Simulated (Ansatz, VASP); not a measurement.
# Cross-check of SbW between VASP and Ansatz, part 2 of 2

One calculation is typed for both programs; each brings its own data sets and cutoff. How far apart do they land? The cell is invented: As first built, before any earlier steps moved the atoms (in the runner's words): it takes the AlRu structure with all of its atoms replaced by other elements, volume scaled by an estimate. It may not be a known or stable phase. The cell is taken from a series of VASP runs on this material, whose earlier steps may have relaxed, scaled or displaced it; both programs get it as it stands.

VASP 6.6.1 and Ansatz 0.2.0.

So far. Step 5 (VASP: band structure, r2SCAN): At this level the cell is under a tension of 4.3 GPa, so at these settings it is away from equilibrium.

## (6) Ansatz: band structure, r2SCAN

Level of this step: Ansatz beside VASP: Kohn-Sham DFT, plane waves, r2SCAN (Ansatz).

The same cell, functional, mesh and smearing now go to Ansatz, which takes its cutoff from its data sets.

The cell is taken from a series of VASP runs on this material, whose earlier steps may have relaxed, scaled or displaced it; both programs get it as it stands.

input.yaml

```yaml
crystal:
  lattice:
    - [3.3225044081, 0.0, 0.0]
    - [0.0, 3.3225044081, 0.0]
    - [0.0, 0.0, 3.3225044081]
  atoms:
    - { symbol: W, position: [0.5, 0.5, 0.5] }
    - { symbol: Sb, position: [0.0, 0.0, 0.0] }
hamiltonian:
  xc: r2scan
  pseudopotentials: { kind: paw }
kpoints:
  mp_grid: { grid: [4, 4, 4] }
  band_path:
    path:
      - [0.0, 0.0, 0.0]
      - [0.0, 0.1, 0.0]
      - [0.0, 0.2, 0.0]
      - [0.0, 0.3, 0.0]
      - [0.0, 0.43333, 0.0]
      - [0.0, 0.5, 0.0]
      - [0.1, 0.5, 0.0]
      - [0.2, 0.5, 0.0]
      - [0.33333, 0.5, 0.0]
      - [0.43333, 0.5, 0.0]
      - [0.5, 0.5, 0.0]
      - [0.36667, 0.36667, 0.0]
      - [0.26667, 0.26667, 0.0]
      - [0.16667, 0.16667, 0.0]
      - [0.06667, 0.06667, 0.0]
      - [0.03333, 0.03333, 0.03333]
      - [0.13333, 0.13333, 0.13333]
      - [0.23333, 0.23333, 0.23333]
      - [0.33333, 0.33333, 0.33333]
      - [0.46667, 0.46667, 0.46667]
      - [0.46667, 0.5, 0.46667]
      - [0.36667, 0.5, 0.36667]
      - [0.23333, 0.5, 0.23333]
      - [0.13333, 0.5, 0.13333]
      - [0.03333, 0.5, 0.03333]
      - [0.5, 0.5, 0.03333]
      - [0.5, 0.5, 0.16667]
      - [0.5, 0.5, 0.26667]
      - [0.5, 0.5, 0.36667]
      - [0.5, 0.5, 0.5]
    npoints: 1
scf:
  occupations: { method: gaussian, width: 0.02 }
  n_extra_bands: 7
output:
  forces: true
  stress: true
  eigenvalues: true
```

Run with:

```sh
$ ansatz run input.yaml --threads 2 --pin off --max-ram 4608MiB --backend cpu --events-out ev --progress --plain --runs-dir out
```

Numbers of over 12 decimals in the logs are rounded to 6 here.

Log:

```text
[...]
Crystal: 2 atoms, lattice volume = 36.677 Å³
Basis set: ecut = 500 eV, 925 PW (Γ), exchange–correlation on 100×100×100 points (64 copies of the dense FFT grid, shifted against one another)
Bands: 22, of which v1, the nominal top of the filled ones, is band 15 counted from 1 (14 counted from 0)
Symmetry: 48 space group operations
[...]
k-points: 10 of 64
[...]
k-point 0: bands = [... 11 lower, 15.5924, 19.4196, 19.4196, 19.4196, 19.8024, 19.8024, 19.8024, 24.1828, ... 3 higher]
  k-point 1: bands = [... 11 lower, 15.8884, 17.2318, 17.2318, 19.1490, 19.8435, 22.9006, 22.9006, 26.3306, ... 3 higher]
  k-point 2: bands = [... 11 lower, 16.2352, 16.3460, 16.3460, 19.8855, 21.2961, 24.8560, 26.4275, 26.4935, ... 3 higher]
  k-point 9: bands = [... 11 lower, 12.4144, 12.4144, 20.9702, 20.9702, 20.9702, 21.5964, 21.5964, 24.1517, ... 3 higher]
[key lines of the parts left out:]
SCF converged after 6 iterations
Free energy (F): -16895.001003 eV
Fermi energy:    18.945386 eV
P = ⅓ Tr σ = -3.2057 GPa (-32.057 kbar)
```

Wall time 3.3 s (2 threads of Arm Neoverse N1, shared host); peak memory 0.35 GiB; 5.6 s of CPU time.

## (7) Side by side

What differs besides the data sets and the points named for the pairs above, as far as they apply: VASP keeps PBE cores, Ansatz makes them for the functional; the cutoff is 500 eV in Ansatz and 400 eV in VASP. Total energies have different zeros and are not compared.

The two programs side by side:

```tsv
quantity	Ansatz	VASP	difference
pressure (GPa)	-3.21	-4.28	+1.07
pressure without Ansatz's Pulay correction (GPa)	-3.26	-4.28	+1.02
```

Levels from 3 eV below to 2 eV above the Fermi level differ by 26 meV r.m.s. and 64 meV at most; each VASP level is matched to the nearest of Ansatz, which flatters the figure a little. Ansatz's pressure holds a Pulay correction of 0.05 GPa; VASP's holds none.

## (8) Other set-ups

Further runs change the set-up of one program: Ansatz's method, potentials or start, or VASP's data sets, cutoff or form of LDA. The table gives Ansatz less VASP for each quantity, since a change that brings one quantity closer may part another.

```tsv
run	pressure (GPa)	pressure without Ansatz's Pulay correction (GPa)
as above	1.1	1.0
cores kept as stored	1.0	0.99
Ansatz's larger PAW set (cutoff 950 eV)	1.1
```

## (9) Ansatz: band structure, r2SCAN, spin-orbit coupling

With cell and atoms fixed, the geometry can't cause a difference; cores, projectors, grids and the points listed under the comparison can.

The cell is taken from a series of VASP runs on this material, whose earlier steps may have relaxed, scaled or displaced it; both programs get it as it stands.

Edit input.yaml of step 6 so:

```diff
@@ -10,5 +10,8 @@
   xc: r2scan
-  pseudopotentials: { kind: paw }
+  pseudopotentials: { kind: paw_fr }
+magnetization:
+  noncollinear: true
+  spin_orbit: true
 kpoints:
-  mp_grid: { grid: [4, 4, 4] }
+  mp_grid: { grid: [7, 7, 7] }
   band_path:
@@ -48,3 +51,3 @@
   occupations: { method: gaussian, width: 0.02 }
-  n_extra_bands: 7
+  n_extra_bands: 14
 output:
@@ -53 +56,5 @@
   eigenvalues: true
+  write_density: true
+  write_potential: true
+  elf: true
+  volumetric_format: npy
```

Log:

```text
[...]
non-collinear run that drives no moment, with spin-orbit: no starting moment large enough to seed its density (crystal.atoms[].spin), no starting occupations that ask for one, no magnetisation constraint and no magnetic field, so the semilocal B_xc is pinned to zero
Crystal: 2 atoms, lattice volume = 36.677 Å³
[...]
k-point 1: bands = [... 25 lower, 17.6766, 18.3368, 18.3368, 18.9324, 18.9324, 19.8417, 19.8417, 21.0915, ... 10 higher]
  k-point 2: bands = [... 25 lower, 16.7491, 17.2154, 17.2154, 19.4970, 19.4970, 19.8802, 19.8802, 23.0388, ... 10 higher]
  k-point 19: bands = [... 25 lower, 14.1082, 19.0508, 19.0508, 19.9694, 19.9694, 20.1399, 20.1399, 22.4333, ... 10 higher]
[key lines of the parts left out:]
SCF converged after 7 iterations
Magnetization: |M| = 0.0000 μB,  M = (+0.0000, +0.0000, +0.0000) μB
Free energy (F): -16859.911335 eV
Fermi energy:    18.750668 eV
P = ⅓ Tr σ = -2.8227 GPa (-28.227 kbar)
```

It took 33 s on 2 threads; peak memory 0.56 GiB; 64 s of CPU time.

## (10) VASP: band structure, r2SCAN, spin-orbit coupling

The same cell, functional, mesh and smearing now go to VASP, with its own data sets and cutoff.

INCAR

```
SYSTEM = SbW
PREC = Accurate
ENCUT = 400
EDIFF = 1E-06
NELM = 100
ISMEAR = 0
SIGMA = 0.02
LREAL = .FALSE.
ALGO = Normal
METAGGA = R2SCAN
LASPH = .TRUE.
LNONCOLLINEAR = .TRUE.
MAGMOM = 0 0 0 0 0 0
NBANDS = 22
GGA_COMPAT = .FALSE.
LSORBIT = .TRUE.
LMAXMIX = 4
LORBIT = 11
LWAVE = .FALSE.
LCHARG = .FALSE.
KPAR = 4
```

POSCAR

```
SbW
1.0
    3.3225044081      0.0000000000      0.0000000000
    0.0000000000      3.3225044081      0.0000000000
    0.0000000000      0.0000000000      3.3225044081
W Sb
1 1
Direct
    0.5000000000      0.5000000000      0.5000000000
    0.0000000000      0.0000000000      0.0000000000
```

KPOINTS

```
Automatic mesh
0
Gamma
7 7 7
0 0 0
```

KPOINTS_OPT

```
Line mode
16
Line-mode
Reciprocal
  0.00000000   0.00000000   0.00000000 GAMMA
  0.00000000   0.50000000   0.00000000 X

  0.00000000   0.50000000   0.00000000 X
  0.50000000   0.50000000   0.00000000 M

  0.50000000   0.50000000   0.00000000 M
  0.00000000   0.00000000   0.00000000 GAMMA

  0.00000000   0.00000000   0.00000000 GAMMA
  0.50000000   0.50000000   0.50000000 R

  0.50000000   0.50000000   0.50000000 R
  0.00000000   0.50000000   0.00000000 X

  0.50000000   0.50000000   0.00000000 M
  0.50000000   0.50000000   0.50000000 R
```

Potentials, in the order of the species: W and Sb (PBE family, release 64).

Run with:

```sh
$ mpirun -np 4 vasp_ncl
```

Log:

```text
[banner, memory and clock lines left out]
running    4 mpi-ranks, on    1 nodes
[...]
[... a notice as in an earlier step ...]

 LDA part: xc-table for (None), standard interpolation
 POSCAR, INCAR and KPOINTS ok, starting setup
[...]
entering main loop
       N       E                     dE             d eps       ncg     rms          rms(c)
DAV:   1    -0.255553283646E+02   -0.25555E+02   -0.37094E+03   888   0.704E+02
DAV:   2    -0.734193018488E+02   -0.47864E+02   -0.45295E+02  1078   0.177E+02
DAV:   3    -0.762503675905E+02   -0.28311E+01   -0.26901E+01  1150   0.415E+01
DAV:   4    -0.762862540821E+02   -0.35886E-01   -0.35779E-01   972   0.469E+00
[...]
DAV:  12    -0.759279860783E+02    0.10230E-05   -0.10606E-06   952   0.890E-03    0.130E-02
DAV:  13    -0.759279842747E+02    0.18036E-05   -0.16867E-07   536   0.426E-03    0.152E-03
DAV:  14    -0.759279841321E+02    0.14257E-06   -0.36926E-08   524   0.193E-03
   1 F= -.75927984E+02 E0= -.75927535E+02  d E =-.898691E-03  mag=     0.0000    -0.0000    -0.0000
 Start KPOINTS_OPT (optional k-point list driver)
k-point batch [1-20\96]
       N       E                     dE             ncg
DAV:   1     0.235976850561E+04   -0.31846E+03      880
DAV:   2     0.130035190586E+04   -0.10594E+04     1106
DAV:   3     0.123608935987E+04   -0.64263E+02     1062
DAV:   4     0.123535219759E+04   -0.73716E+00     1044
DAV:   5     0.123534313239E+04   -0.90652E-02     1054
DAV:   6     0.123534299386E+04   -0.13853E-03     1046
DAV:   7     0.123534299063E+04   -0.32280E-05     1012
DAV:   8     0.123534299053E+04   -0.96316E-07      854
[...]
k-point batch [81-96\96]
       N       E                     dE             ncg
DAV:   1     0.269117985960E+04   -0.49489E+04      704
DAV:   2     0.203316078487E+04   -0.65802E+03      866
DAV:   3     0.199792048773E+04   -0.35240E+02      926
DAV:   4     0.199743885574E+04   -0.48163E+00      818
DAV:   5     0.199743277657E+04   -0.60792E-02      906
DAV:   6     0.199743268054E+04   -0.96030E-04      882
DAV:   7     0.199743267875E+04   -0.17934E-05      904
DAV:   8     0.199743267871E+04   -0.44994E-07      600
```

From OUTCAR (step 10):

```text
  Total       -0.8781500     -0.8781500     -0.8781500     -0.0000000     -0.0000000      0.0000000
  in kB      -38.3603529    -38.3603529    -38.3603529     -0.0000000     -0.0000000      0.0000000
  external PRESSURE =     -38.3603529 kB  Pullay stress =       0.0000000 kB

  FREE ENERGIE OF THE ION-ELECTRON SYSTEM (eV)
  ---------------------------------------------------
  free  energy   TOTEN  =       -75.9279841321 eV

  energy  without entropy=      -75.9270854410  energy(sigma->0) =      -75.92753479

 magnetization (x)
# of ion       s       p       d       tot
------------------------------------------
    1       -0.000   0.000  -0.000  -0.000
    2        0.000  -0.000   0.000  -0.000
--------------------------------------------------
tot         -0.000  -0.000  -0.000  -0.000

 magnetization (y)
# of ion       s       p       d       tot
------------------------------------------
    1       -0.000  -0.000  -0.000  -0.000
    2        0.000  -0.000   0.000   0.000
--------------------------------------------------
tot          0.000  -0.000  -0.000  -0.000

 magnetization (z)
# of ion       s       p       d       tot
------------------------------------------
    1        0.000   0.000  -0.000  -0.000
    2        0.000  -0.000   0.000   0.000
--------------------------------------------------
tot          0.000  -0.000  -0.000  -0.000

[... 2 parts as in an earlier step ...]

[... 2 further parts left out ...]
[key lines of the parts left out:]
E-fermi :   9.9874
```

At this level the cell is under a tension of 3.8 GPa, so at these settings it is away from equilibrium.

## (11) Side by side

What differs besides the data sets and the points named for the pairs above, as far as they apply: spin-orbit coupling enters by fully relativistic files in Ansatz and inside the spheres in VASP; the data sets hold 29 valence electrons in Ansatz (fully relativistic PAW (standard-fr) files) and 11 in VASP. Total energies have different zeros and are not compared.

Both answers:

```tsv
quantity	Ansatz	VASP	difference
pressure (GPa)	-2.82	-3.84	+1.01
pressure without Ansatz's Pulay correction (GPa)	-2.88	-3.84	+0.96
```

Levels from 3 eV below to 2 eV above the Fermi level differ by 40 meV r.m.s. and 155 meV at most; each VASP level is matched to the nearest of Ansatz, which flatters the figure a little. Ansatz's pressure holds a Pulay correction of 0.05 GPa; VASP's holds none.

## (12) What the set-up changes

Further runs change the set-up of one program: Ansatz's method, potentials or start, or VASP's data sets, cutoff or form of LDA. The table gives Ansatz less VASP for each quantity, since a change that brings one quantity closer may part another.

```tsv
run	pressure (GPa)	pressure without Ansatz's Pulay correction (GPa)
as above	1.0	0.96
cores kept as stored	0.98	0.93
Ansatz's larger PAW set (cutoff 950 eV)	1.1
```

## (13) Results

| Item | Value |
| --- | --- |
| r.m.s. difference of levels near the Fermi level (band structure, PBE) | 18 meV |
| difference in pressure (band structure, PBE) | 0.97 GPa |
| difference in pressure (band structure, r2SCAN) | 1.1 GPa |
| difference in pressure (band structure, r2SCAN, spin-orbit coupling) | 1.0 GPa |

What this shows: The difference in pressure is 1.1 GPa (band structure, r2SCAN), beyond the 1 GPa picked in this series as the mark of a large difference. For band structure, r2SCAN, no further run moves any of the tabulated differences by more than a quarter of its size. For band structure, r2SCAN, spin-orbit coupling, no further run moves any of the tabulated differences by more than a quarter of its size. 5 further runs of this series are not shown here. Such differences can come from data sets, numerical settings and the points named under the comparisons, not from the functional's error against experiment.

[Lines on the potential files, build, host, timing and source positions are cut from VASP's logs without a mark.]

[Logs are printed without paths, hosts, clocks, repeated set-up lines and the standing remarks that a program may print on its own settings, such as how far it seeks lower states.]

[Hosts, paths, dates, database ids (printed as entryN), source tags and the programs' standing remarks are cut or masked in the printed files.]
